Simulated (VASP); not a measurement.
OSZICAR of a VASP run on PtAl₂ (fluorite):

**OSZICAR**
```
       N       E                     dE             d eps       ncg     rms          rms(c)
DAV:   1    -0.199704192507E+02   -0.19970E+02   -0.70935E+03  1152   0.117E+03
DAV:   2    -0.910614716045E+02   -0.71091E+02   -0.63573E+02  1280   0.203E+02
DAV:   3    -0.930080295299E+02   -0.19466E+01   -0.19173E+01  1424   0.325E+01
DAV:   4    -0.930242636833E+02   -0.16234E-01   -0.16271E-01  1316   0.350E+00
DAV:   5    -0.930245021558E+02   -0.23847E-03   -0.23891E-03  1444   0.462E-01    0.849E+00
DAV:   6    -0.894788664706E+02    0.35456E+01   -0.92063E-01  1264   0.979E+00    0.541E+00
DAV:   7    -0.893695056034E+02    0.10936E+00   -0.89193E+00  1212   0.349E+01    0.597E+00
DAV:   8    -0.895175059139E+02   -0.14800E+00   -0.14699E-01  1328   0.371E+00    0.630E+00
DAV:   9    -0.895806264381E+02   -0.63121E-01   -0.48254E-03  1284   0.914E-01    0.635E+00
DAV:  10    -0.886204589668E+02    0.96017E+00   -0.69130E+00  1256   0.292E+01    0.447E+00
DAV:  11    -0.890813556488E+02   -0.46090E+00   -0.35629E-01  1168   0.665E+00    0.414E+00
DAV:  12    -0.892537310276E+02   -0.17238E+00   -0.16601E+00  1128   0.164E+01    0.262E+00
DAV:  13    -0.892034748694E+02    0.50256E-01   -0.61266E-01  1148   0.960E+00    0.236E+00
DAV:  14    -0.891937054262E+02    0.97694E-02   -0.84709E-03  1392   0.880E-01    0.220E+00
DAV:  15    -0.892702004907E+02   -0.76495E-01   -0.36437E-01  1160   0.708E+00    0.298E+00
DAV:  16    -0.892462571888E+02    0.23943E-01   -0.36406E-02  1368   0.192E+00    0.287E+00
DAV:  17    -0.892540737378E+02   -0.78165E-02   -0.21055E-01  1140   0.527E+00    0.185E+00
DAV:  18    -0.892331619135E+02    0.20912E-01   -0.11831E-02  1312   0.118E+00    0.186E+00
DAV:  19    -0.892334705748E+02   -0.30866E-03   -0.27776E-04  1312   0.157E-01    0.189E+00
DAV:  20    -0.892244970640E+02    0.89735E-02   -0.19043E-03  1180   0.575E-01    0.197E+00
DAV:  21    -0.892277248429E+02   -0.32278E-02   -0.32786E-03  1140   0.735E-01    0.187E+00
DAV:  22    -0.892369323936E+02   -0.92076E-02   -0.13074E-02  1180   0.131E+00    0.218E+00
DAV:  23    -0.892467991827E+02   -0.98668E-02   -0.18193E-02  1212   0.149E+00    0.297E+00
DAV:  24    -0.892479544856E+02   -0.11553E-02   -0.56251E-04  1324   0.235E-01    0.310E+00
DAV:  25    -0.892499734591E+02   -0.20190E-02   -0.26079E-04  1224   0.197E-01    0.311E+00
DAV:  26    -0.892653507971E+02   -0.15377E-01   -0.14037E-02  1148   0.156E+00    0.195E+00
DAV:  27    -0.892630866004E+02    0.22642E-02   -0.19070E-02  1168   0.197E+00    0.125E+00
DAV:  28    -0.892709804236E+02   -0.78938E-02   -0.65211E-03  1180   0.112E+00    0.107E+00
DAV:  29    -0.892734603679E+02   -0.24799E-02   -0.86882E-03  1168   0.124E+00    0.106E+00
DAV:  30    -0.892725324043E+02    0.92796E-03   -0.19220E-04  1280   0.201E-01    0.108E+00
DAV:  31    -0.892723447616E+02    0.18764E-03   -0.32010E-04  1156   0.241E-01    0.102E+00
DAV:  32    -0.892771609343E+02   -0.48162E-02   -0.25764E-02  1148   0.199E+00    0.110E+00
DAV:  33    -0.892783309243E+02   -0.11700E-02   -0.18457E-03  1152   0.674E-01    0.122E+00
DAV:  34    -0.892784209539E+02   -0.90030E-04   -0.31220E-03  1128   0.865E-01    0.123E+00
DAV:  35    -0.892767091232E+02    0.17118E-02   -0.17831E-03  1204   0.574E-01    0.115E+00
DAV:  36    -0.892714309635E+02    0.52782E-02   -0.40135E-03  1128   0.802E-01    0.815E-01
DAV:  37    -0.892709216640E+02    0.50930E-03   -0.25253E-03  1168   0.722E-01    0.534E-01
DAV:  38    -0.892700058003E+02    0.91586E-03   -0.14593E-03  1180   0.557E-01    0.501E-01
DAV:  39    -0.892685326681E+02    0.14731E-02   -0.11745E-03  1192   0.451E-01    0.408E-01
DAV:  40    -0.892676349298E+02    0.89774E-03   -0.12852E-03  1248   0.486E-01    0.269E-01
DAV:  41    -0.892668667680E+02    0.76816E-03   -0.68692E-04  1144   0.361E-01    0.200E-01
DAV:  42    -0.892670610230E+02   -0.19425E-03   -0.41347E-04  1176   0.263E-01    0.155E-01
DAV:  43    -0.892664051730E+02    0.65585E-03   -0.71709E-04  1148   0.322E-01    0.102E-01
DAV:  44    -0.892663573031E+02    0.47870E-04   -0.59379E-05  1300   0.102E-01    0.836E-02
DAV:  45    -0.892662115189E+02    0.14578E-03   -0.26015E-04  1160   0.192E-01    0.431E-02
DAV:  46    -0.892661843589E+02    0.27160E-04   -0.71917E-05  1220   0.100E-01    0.186E-02
DAV:  47    -0.892661821334E+02    0.22255E-05   -0.43145E-06  1276   0.249E-02    0.146E-02
DAV:  48    -0.892661816723E+02    0.46114E-06   -0.36243E-06  1164   0.237E-02    0.113E-02
DAV:  49    -0.892661799724E+02    0.16999E-05   -0.53450E-06  1160   0.289E-02    0.796E-03
DAV:  50    -0.892661778111E+02    0.21613E-05   -0.10504E-06  1232   0.122E-02    0.526E-03
DAV:  51    -0.892661769891E+02    0.82199E-06   -0.29779E-07  1156   0.902E-03    0.437E-03
DAV:  52    -0.892661757854E+02    0.12036E-05   -0.54114E-07  1172   0.968E-03    0.278E-03
DAV:  53    -0.892661747900E+02    0.99538E-06   -0.33376E-07  1200   0.672E-03    0.156E-03
DAV:  54    -0.892661747468E+02    0.43246E-07   -0.30686E-08   584   0.279E-03
   1 F= -.89266175E+02 E0= -.89266175E+02  d E =0.000000E+00
       N       E                     dE             ncg
       N       E                     dE             ncg
```

Task: Which electronic solver shows in the log?

Result: It is blocked Davidson (ALGO = Normal, or the opening steps of other solvers). The INCAR had ALGO = Normal.

Task: Can the final energy be trusted as converged?

Result: Self-consistency was reached. It stopped with EDIFF = 1E-7, NELM = 100 (SCAN meta-GGA, plane waves, VASP's PBE PAW potentials (set 64)).

The compound is PtAl2 in the fluorite structure. It was relaxed first.
